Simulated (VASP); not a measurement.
# B2C (Immm) in VASP: density of states with PBE

Aim: the density of states of B2C with PBE.

Program: VASP 6.6.1. These are calculated values, not measurements. Logs are shortened: lines on timing, memory, paths and dates and some standing lists are left out, and cuts for length are marked.

### Step 1. The crystal as given

The structure is orthorhombic, space group Immm (No. 71). The conventional cell has a = 2.575 Å, b = 3.430 Å, c = 8.562 Å, α = 90.00°, β = 90.00°, γ = 90.00°. Around B (site symmetry m2m) lie 2 C at 1.56 Å and 2 B at 1.68 to 1.75 Å. Around C (site symmetry mmm) lie 4 B at 1.56 Å.

The cell was built by a generator and needn't be a form met in nature.

### Step 2. Density of states, PBE

Input file POSCAR:

```
B2C                                     
1.0
   -1.2874684497      1.7149224859      4.2807807666
    1.2874684497     -1.7149224859      4.2807807666
    1.2874684497      1.7149224859     -4.2807807666
  B               C             
     2     1
Direct
     0.2546135616522368    0.5000000000000000    0.7546135616522365
     0.7453864383477635    0.5000000000000000    0.2453864383477634
     0.0000000000000000    0.0000000000000000    0.0000000000000000
```

Input file INCAR.step1:

```
ALGO = Normal ; EDIFF = 1E-7
ENCUT = 520 ; GGA = PE
ISIF = 2 ; ISMEAR = 0
KPAR = 4 ; LASPH = True
LCHARG = True ; LREAL = False
LWAVE = False ; NELM = 60
PREC = Accurate ; SIGMA = 0.1
```

Input file KPOINTS.step1:

```
k-points
0
Gamma
  16 16 16
```

Input file INCAR.step2:

```
ALGO = Normal ; EDIFF = 1E-7
ENCUT = 520 ; GGA = PE
ICHARG = 11 ; ISIF = 2
ISMEAR = -5 ; KPAR = 4
LASPH = True ; LCHARG = False
LORBIT = 11 ; LREAL = False
LWAVE = False ; NEDOS = 1001
NELM = 60 ; PREC = Accurate
SIGMA = 0.1
```

Input file KPOINTS.step2:

```
k-points
0
Gamma
  24 24 24
```

Potentials or basis: VASP PAW PBE potentials, release 64 (B, C).

The run is started by

```sh
cat potpaw_PBE.64/B/POTCAR potpaw_PBE.64/C/POTCAR > POTCAR
cp INCAR.step1 INCAR
cp KPOINTS.step1 KPOINTS
mpirun -np 4 vasp_std > vasp.out
cp INCAR.step2 INCAR
cp KPOINTS.step2 KPOINTS
mpirun -np 4 vasp_std > vasp.out
```

OUTCAR:

```text
EDIFF = 1E-7
   ENCUT = 520
   GGA = PE
   ICHARG = 11
   ISIF = 2
   ISMEAR = -5
   LASPH = True
   LORBIT = 11
   LREAL = False
   NELM = 60
   PREC = Accurate

 ion  position               nearest neighbor table
   1  0.255  0.500  0.755-   3 1.56   3 1.56   2 1.68   2 1.75
   2  0.745  0.500  0.245-   3 1.56   3 1.56   1 1.68   1 1.75
   3  0.000  0.000  0.000-   1 1.56   2 1.56   1 1.56   2 1.56

  LATTYP: Found a body centered orthorhombic cell.
 ALAT       =     2.5749368994
 B/A-ratio  =     1.3320112709
 C/A-ratio  =     3.3249597437

  Lattice vectors:

 A1 = (  -1.2874684497,   1.7149224859,   4.2807807666)
 A2 = (   1.2874684497,  -1.7149224859,   4.2807807666)
 A3 = (   1.2874684497,   1.7149224859,  -4.2807807666)

Analysis of symmetry for initial positions (statically):
=====================================================================
 Subroutine PRICEL returns:
 Original cell was already a primitive cell.

 Routine SETGRP: Setting up the symmetry group for a
 body centered orthorhombic supercell.

 Subroutine GETGRP returns: Found  8 space group operations
 (whereof  8 operations were pure point group operations)
 out of a pool of  8 trial point group operations.

The static configuration has the point symmetry D_2h.

Analysis of symmetry for dynamics (positions and initial velocities):
=====================================================================
 Subroutine PRICEL returns:
 Original cell was already a primitive cell.

 Routine SETGRP: Setting up the symmetry group for a
 body centered orthorhombic supercell.

 Subroutine GETGRP returns: Found  8 space group operations
 (whereof  8 operations were pure point group operations)
 out of a pool of  8 trial point group operations.

The dynamic configuration has the point symmetry D_2h.

 Subroutine INISYM returns: Found  8 space group operations
 (whereof  8 operations are pure point group operations),
 and found     1 'primitive' translations

----------------------------------------------------------------------------------------

                                     Primitive cell

  volume of cell :      37.8063

  direct lattice vectors                    reciprocal lattice vectors
    -1.287468450  1.714922486  4.280780767     0.000000000  0.291558367  0.116801123
     1.287468450 -1.714922486  4.280780767     0.388359031  0.000000000  0.116801123
     1.287468450  1.714922486 -4.280780767     0.388359031  0.291558367  0.000000000

  length of vectors
     4.787861539  4.787861539  4.787861539     0.314084039  0.405543141  0.485622301

  position of ions in fractional coordinates (direct lattice)
     0.254613562  0.500000000  0.754613562
     0.745386438  0.500000000  0.245386438
     0.000000000  0.000000000  0.000000000

  ion indices of the primitive-cell ions
   primitive index   ion index
                 1           1
                 2           2
                 3           3

----------------------------------------------------------------------------------------

 KPOINTS: k-points

Automatic generation of k-mesh.
 Grid dimensions read from file:
 generate k-points for:   24   24   24

 Generating k-lattice:

  Cartesian coordinates                     Fractional coordinates (reciprocal lattice)
     0.000000000  0.012148265  0.004866713     0.041666667  0.000000000  0.000000000
     0.016181626  0.000000000  0.004866713     0.000000000  0.041666667  0.000000000
     0.016181626  0.012148265  0.000000000     0.000000000  0.000000000  0.041666667

  Length of vectors
     0.013086835  0.016897631  0.020234263

  Shift w.r.t. Gamma in fractional coordinates (k-lattice)
     0.000000000  0.000000000  0.000000000

 TETIRR: Found  34748 inequivalent tetrahedra from    82944

 Subroutine IBZKPT returns following result:
 ===========================================

 Found   1963 irreducible k-points:

 Following reciprocal coordinates:
            Coordinates               Weight
  0.000000  0.000000  0.000000      1.000000
  0.041667 -0.000000  0.000000      4.000000
  0.083333  0.000000 -0.000000      4.000000
  0.125000 -0.000000  0.000000      4.000000
  0.166667  0.000000 -0.000000      4.000000
  0.208333  0.000000 -0.000000      4.000000
[... 16 lines left out ...]
  0.375000  0.041667 -0.000000      8.000000
  0.416667  0.041667  0.000000      8.000000
 [... further k-points ...]
   k-points           NKPTS =   1963   k-points in BZ     NKDIM =   1963   number of bands    NBANDS=      9
   number of dos      NEDOS =   1001   number of ions     NIONS =      3
   total plane-waves  NPLWV =  46656
   dimension x,y,z NGX =    36 NGY =   36 NGZ =   36
   dimension x,y,z NGXF=    72 NGYF=   72 NGZF=   72
   ions per type =               2   1
   NGX,Y,Z   is equivalent  to a cutoff of  12.50, 12.50, 12.50 a.u.
   NGXF,Y,Z  is equivalent  to a cutoff of  25.00, 25.00, 25.00 a.u.
 SYSTEM =  unknown system
   PREC   = accura    normal or accurate (medium, high low for compatibility)
   ISTART =      0    job   : 0-new  1-cont  2-samecut
   ICHARG =     11    charge: 1-file 2-atom 10-const
   ISPIN  =      1    spin polarized calculation?
   LNONCOLLINEAR =      F non collinear calculations
   LSORBIT =      F    spin-orbit coupling
   LASPH  =      T    aspherical Exc in radial PAW
   ENCUT  =  520.0 eV  38.22 Ry    6.18 a.u.   8.90  8.90  8.90*2*pi/ulx,y,z
   NELM   =     60;   NELMIN=  2; NELMDL=  0     # of ELM steps
   EDIFF  = 0.1E-06   stopping-criterion for ELM
   LREAL  =      F    real-space projection
   EDIFFG = 0.1E-05   stopping-criterion for IOM
   NSW    =      0    number of steps for IOM
   IBRION =     -1    ionic relax: 0-MD 1-quasi-New 2-CG
   NFREE  =      0    steps in history (QN), initial steepest desc. (CG)
   ISIF   =      2    stress and relaxation
   ISYM   =      2    0-nonsym 1-usesym 2-fastsym
   POTIM  = 0.5000    time-step for ionic-motion
   TEBEG  =    0.0;   TEEND  =   0.0 temperature during run
   PSTRESS=    0.0 pullay stress
   NELECT =      10.0000    total number of electrons
   NUPDOWN=      -1.0000    fix difference up-down
   EMIN   =  10.00;   EMAX   =-10.00  energy-range for DOS
   EFERMI =   0.00;   METHOD = LEGACY
   ISMEAR =    -5;   SIGMA  =   0.10  broadening in eV -4-tet -1-fermi 0-gaus
   EFERMI_NEDOS =   21; number of points for ismear=-14 and -15
   IALGO  =     38    algorithm
   IMIX   =      4    mixing-type and parameters
     AMIX     =   0.40;   BMIX     =  1.00
     AMIX_MAG =   1.60;   BMIX_MAG =  1.00
  volume/ion in A,a.u.               =      12.60        85.04
  Fermi-wavevector in a.u.,A,eV,Ry     =   1.050881  1.985877 15.025601  1.104351
  Thomas-Fermi vector in A             =   2.185902
   LORBIT       =     11    0 simple, 1 ext, 2 COOP (PROOUT), +10 PAW based schemes
   GGA     = PE    functional components
   LHFCALC =     F    Hartree Fock is set to
   AEXX    =    0.0000 exact exchange contribution
   IVDW    =     0    specifies the selected vdW correction
   LEPSILON=     F    determine dielectric tensor
   LRPA    =     F    only Hartree local field effects (RPA)
 non-spin polarized calculation
 Fermi weights with tetrahedron method with Bloechl corrections
  energy-cutoff  :      520.00
  volume of cell :       37.81
 maximum number of plane-waves:      1035

 number of electron      10.0000000 magnetization

 Free energy of the ion-electron system (eV)
  ---------------------------------------------------
  ext. energy  EPLUGINS =         0.00000000
  ---------------------------------------------------
  free energy    TOTEN  =       -21.20609677 eV

  energy without entropy =      -21.20609677  energy(sigma->0) =      -21.20609677

 E-fermi :   1.8521     XC(G=0):  -8.3623

 val. band max:        1.8921707459   @ k =   0.4583   0.1250   0.0000
 cond. band min:       1.7836712846   @ k =   0.1667   0.3750   0.1250
 fundamental gap:     -0.1084994613
 Fermi energy:         1.8520760556

 k-point     1 :       0.0000    0.0000    0.0000
  band No.  band energies     occupation
      1     -14.4878      2.00000
      2      -4.0912      2.00000
      3      -3.7395      2.00000
      4      -2.8969      2.00000
      5      -2.7551      2.00000
      6       5.2816      0.00000
      7       7.3728      0.00000
      8       7.9334      0.00000
      9       9.3372      0.00000

 k-point     2 :       0.0417   -0.0000    0.0000
  band No.  band energies     occupation
      1     -14.4789      2.00000
      2      -4.3506      2.00000
      3      -3.7275      2.00000
      4      -2.7469      2.00000
      5      -2.6145      2.00000
      6       5.3104      0.00000
      7       6.8701      0.00000
      8       8.4297      0.00000
      9       9.3329      0.00000

 k-point     3 :       0.0833    0.0000   -0.0000
  band No.  band energies     occupation
      1     -14.4527      2.00000
      2      -4.8385      2.00000
      3      -3.6924      2.00000
      4      -2.7226      2.00000
      5      -2.0572      2.00000
      6       5.3877      0.00000
      7       6.1840      0.00000
      8       9.1003      0.00000
      9       9.3182      0.00000
[... 229 lines left out ...]
 k-point    23 :       0.3750    0.0417   -0.0000
  band No.  band energies     occupation
      1     -13.9452      2.00000
      2      -7.7191      2.00000
      3      -2.9458      2.00000
      4      -2.4423      2.00000
      5       2.1049     -0.18688
      6       2.3232      0.00000
      7       7.1705      0.00000
      8       7.9651      0.00000
      9       8.8605      0.00000

 k-point    24 :       0.4167    0.0417    0.0000
  band No.  band energies     occupation
      1     -13.8880      2.00000
      2      -7.9162      2.00000
      3      -2.8321      2.00000
      4      -2.3949      2.00000
      5       1.8219      1.22991
      6       2.7159      0.00000
      7       7.0001      0.00000
      8       8.3838      0.00000
      9       8.8110      0.00000

 [... further k-points ...]
[... 5 lines left out ...]
  --------------------------------------------------------------------------------------
  -------------------------------------------------------------------------------------
  Total        0.0707603      0.0274565      0.0845435      0.0000000      0.0000000      0.0000000
  in kB        2.9987226      1.1635676      3.5828346      0.0000000      0.0000000      0.0000000
  external PRESSURE =       2.5817083 kB  Pullay stress =       0.0000000 kB

 VOLUME and BASIS-vectors are now :
 -----------------------------------------------------------------------------
  energy-cutoff  :      520.00
  volume of cell :       37.81
      direct lattice vectors                 reciprocal lattice vectors
    -1.287468450  1.714922486  4.280780767     0.000000000  0.291558367  0.116801123
     1.287468450 -1.714922486  4.280780767     0.388359031  0.000000000  0.116801123
     1.287468450  1.714922486 -4.280780767     0.388359031  0.291558367  0.000000000

 POSITION                                       TOTAL-FORCE (eV/Angst)
 -----------------------------------------------------------------------------------
      1.28747      0.87329      0.00000        -0.000000      0.002030      0.000000
     -0.00000      0.84164      4.28078        -0.000000     -0.002030      0.000000
      0.00000      0.00000      0.00000         0.000000     -0.000000     -0.000000
 -----------------------------------------------------------------------------------
    total drift:                                0.000000      0.000000      0.000000

  FREE ENERGIE OF THE ION-ELECTRON SYSTEM (eV)
  ---------------------------------------------------
  free  energy   TOTEN  =       -21.2060967657 eV

  energy  without entropy=      -21.2060967657  energy(sigma->0) =      -21.20609677

 total charge

# of ion       s       p       d       tot
------------------------------------------
    1        0.727   1.280   0.000   2.007
    2        0.727   1.280   0.000   2.007
    3        0.850   1.776   0.000   2.626
--------------------------------------------------
tot          2.303   4.336   0.000   6.640
```

Wall time 2.4 min (4 MPI ranks of AMD EPYC 9R45 (Zen 5), shared host); peak memory 0.76 GiB.

What came out:

- Valence electrons inside the program's atomic spheres: B 2.01; C 2.63

Levels at points of the mesh, in eV from the Fermi level:
```csv
k point,band 2,band 3,band 4,band 5,band 6,band 7,band 8,band 9
"(0.00, 0.00, 0.00)",-5.94,-5.59,-4.75,-4.61,3.43,5.52,6.08,7.49
"(0.50, 0.00, 0.00)",-9.96,-4.60,-4.06,-0.33,1.38,4.91,6.37,7.63
"(0.00, 0.50, 0.00)",-12.28,-4.38,-4.23,-1.06,-0.75,5.06,5.87,7.90
"(0.50, 0.50, 0.00)",-11.86,-6.91,-5.44,-0.30,1.44,2.37,9.64,9.78
"(0.50, 0.50, 0.50)",-6.27,-5.89,-4.79,-4.61,5.28,6.08,7.22,8.58
```

States per cell in windows of 0.5 eV (zero at the Fermi level; states under -8 eV left out):
| from (eV) | total | B1_p | B2_p | C3_p | B1_s | B2_s | C3_s |
| --- | --- | --- | --- | --- | --- | --- | --- |
| -8.0 | 0.27 | 0.04 | 0.04 | 0.05 | 0.03 | 0.03 | 0.01 |
| -7.5 | 0.33 | 0.05 | 0.05 | 0.07 | 0.03 | 0.03 | 0.01 |
| -7.0 | 0.34 | 0.05 | 0.05 | 0.07 | 0.02 | 0.02 | 0.01 |
| -6.5 | 0.32 | 0.05 | 0.05 | 0.06 | 0.02 | 0.02 | 0.01 |
| -6.0 | 0.47 | 0.07 | 0.07 | 0.10 | 0.02 | 0.02 | 0.01 |
| -5.5 | 0.56 | 0.08 | 0.08 | 0.11 | 0.03 | 0.03 | 0.01 |
| -5.0 | 0.86 | 0.13 | 0.13 | 0.22 | 0.03 | 0.03 | 0.01 |
| -4.5 | 0.86 | 0.14 | 0.14 | 0.20 | 0.04 | 0.04 | 0.00 |
| -4.0 | 0.43 | 0.07 | 0.07 | 0.09 | 0.02 | 0.02 | 0.00 |
| -3.5 | 0.39 | 0.06 | 0.06 | 0.08 | 0.01 | 0.01 | 0.00 |
| -3.0 | 0.32 | 0.05 | 0.05 | 0.07 | 0.01 | 0.01 | 0.00 |
| -2.5 | 0.26 | 0.04 | 0.04 | 0.06 | 0.01 | 0.01 | 0.00 |
| -2.0 | 0.26 | 0.04 | 0.04 | 0.06 | 0.01 | 0.01 | 0.00 |
| -1.5 | 0.22 | 0.03 | 0.03 | 0.05 | 0.00 | 0.00 | 0.00 |
| -1.0 | 0.21 | 0.03 | 0.03 | 0.06 | 0.00 | 0.00 | 0.00 |
| -0.5 | 0.26 | 0.04 | 0.04 | 0.05 | 0.00 | 0.00 | 0.00 |
| 0.0 | 0.22 | 0.04 | 0.04 | 0.03 | 0.00 | 0.00 | 0.00 |
| 0.5 | 0.31 | 0.05 | 0.05 | 0.04 | 0.00 | 0.00 | 0.00 |
| 1.0 | 0.32 | 0.06 | 0.06 | 0.04 | 0.00 | 0.00 | 0.00 |
| 1.5 | 0.33 | 0.06 | 0.06 | 0.04 | 0.00 | 0.00 | 0.00 |
| 2.0 | 0.23 | 0.04 | 0.04 | 0.03 | 0.00 | 0.00 | 0.00 |
| 2.5 | 0.19 | 0.03 | 0.03 | 0.03 | 0.00 | 0.00 | 0.00 |
| 3.0 | 0.19 | 0.03 | 0.03 | 0.03 | 0.00 | 0.00 | 0.00 |
| 3.5 | 0.23 | 0.03 | 0.03 | 0.03 | 0.00 | 0.00 | 0.00 |
| 4.0 | 0.22 | 0.02 | 0.02 | 0.03 | 0.00 | 0.00 | 0.00 |
| 4.5 | 0.27 | 0.03 | 0.03 | 0.03 | 0.00 | 0.00 | 0.00 |
| 5.0 | 0.65 | 0.09 | 0.09 | 0.02 | 0.06 | 0.06 | 0.01 |
| 5.5 | 0.78 | 0.13 | 0.13 | 0.02 | 0.06 | 0.06 | 0.01 |
| 6.0 | 0.89 | 0.14 | 0.14 | 0.04 | 0.04 | 0.04 | 0.02 |
| 6.5 | 0.70 | 0.12 | 0.12 | 0.04 | 0.02 | 0.02 | 0.02 |
| 7.0 | 0.84 | 0.12 | 0.12 | 0.05 | 0.03 | 0.03 | 0.04 |
| 7.5 | 0.69 | 0.10 | 0.10 | 0.05 | 0.02 | 0.02 | 0.04 |

Caveat: tetrahedron occupations give inexact forces and stress in metals.
